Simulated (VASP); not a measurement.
Consider the following.

```xyz
1
Lattice="-1.6481 1.6481 1.6481 1.6481 -1.6481 1.6481 1.6481 1.6481 -1.6481" Properties=species:S:1:pos:R:3 pbc="T T T"
Nb     0.0000     0.0000     0.0000
```

These are TPSS meta-GGA, VASP's PBE PAW potentials (set 64) (plane waves; VASP) values and carry that method's errors. Run with 520 eV cut-off, 17×17×17 Γ-centred mesh, tetrahedra with Blöchl corrections, potentials Nb_sv.

Task: Estimate the energy per atom (σ→0), band gap (over mesh and band path) with the smallest direct gap where there is one.

Result: 
```yaml
band gap (over mesh and band path): none (metal, semimetal or under 0.01 eV)
energy per atom (σ→0): -18.916 eV/atom
```

The compound is Nb in the bcc structure. It was relaxed first.
